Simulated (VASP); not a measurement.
ZnS:

```xyz
2
Lattice="0.0000 2.7020 2.7020 2.7020 0.0000 2.7020 2.7020 2.7020 0.0000" Properties=species:S:1:pos:R:3 pbc="T T T"
Zn    1.3510    1.3510    1.3510
S     0.0000    0.0000    0.0000
```

Base run:

```yaml
Program: VASP 6.6.1
Functional: PBE
Potentials_or_basis: VASP PAW PBE potentials, release 64 (Zn, S)
Cutoff: 520 eV
k_mesh: 12 × 12 × 12
Occupations: gaussian, width 0.02 eV
Spin: no spin polarisation
```

Its results: band gap on the k mesh 2.11 eV, direct; pressure 1.8 GPa.

Problem. The run is repeated on the same cell with these changes: k mesh from 12 × 12 × 12 to 4 × 4 × 4. What comes out?

Solution. Band gap on the k mesh 2.11 eV, direct; pressure 2.2 GPa.

Caveats: some runs use coarse meshes.

A k mesh can miss the band edges.
